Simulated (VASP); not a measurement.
These are PBE GGA, VASP's PBE PAW potentials (set 64) (plane waves; VASP) values and carry that method's errors.

A VASP calculation is set up with these files.

**KPOINTS**
```
Automatic mesh
0
Gamma
10 10 10
0 0 0
```

### INCAR
```
SYSTEM = LiCl
PREC = Accurate; ENCUT = 520; LREAL = .FALSE.
LASPH = .TRUE.
EDIFF = 1E-7; NELM = 100; ALGO = Normal
ISMEAR = -5
GGA = PE
ISIF = 2
LWAVE = .FALSE.; LCHARG = .TRUE.; LORBIT = 11
NEDOS = 601
```

**POSCAR**
```
LiCl
1
    0.0000000000     2.5700000000     2.5700000000
    2.5700000000     0.0000000000     2.5700000000
    2.5700000000     2.5700000000     0.0000000000
Li Cl
1 1
Direct
  0.0000000000   0.0000000000   0.0000000000
  0.5000000000   0.5000000000   0.5000000000
```

POTCAR, in this order: Li_sv Cl (PBE.64 set). Program: vasp_std.

Problem. Estimate the energy per atom (σ→0), band gap (on the k-mesh).

Solution. 
The energy per atom (σ→0) comes out as -3.693 eV/atom. The band gap (on the k-mesh) is 6.30 eV.

OSZICAR:
```
...
DAV:   8    -0.738606639702E+01   -0.43838E-02   -0.89949E-03   953   0.796E-01    0.140E-01
DAV:   9    -0.738605403283E+01    0.12364E-04   -0.32980E-04  1160   0.160E-01    0.429E-02
DAV:  10    -0.738611914954E+01   -0.65117E-04   -0.11771E-04   915   0.993E-02    0.229E-02
DAV:  11    -0.738612585301E+01   -0.67035E-05   -0.54268E-06  1283   0.230E-02    0.523E-03
DAV:  12    -0.738612740437E+01   -0.15514E-05   -0.44331E-07   953   0.623E-03    0.250E-03
DAV:  13    -0.738612683252E+01    0.57185E-06   -0.11971E-07   812   0.323E-03    0.422E-04
DAV:  14    -0.738612677416E+01    0.58356E-07   -0.75022E-09   454   0.928E-04
   1 F= -.73861268E+01 E0= -.73861268E+01  d E =0.000000E+00
```

The compound is LiCl in the rock salt structure. The cell was not relaxed at this level.
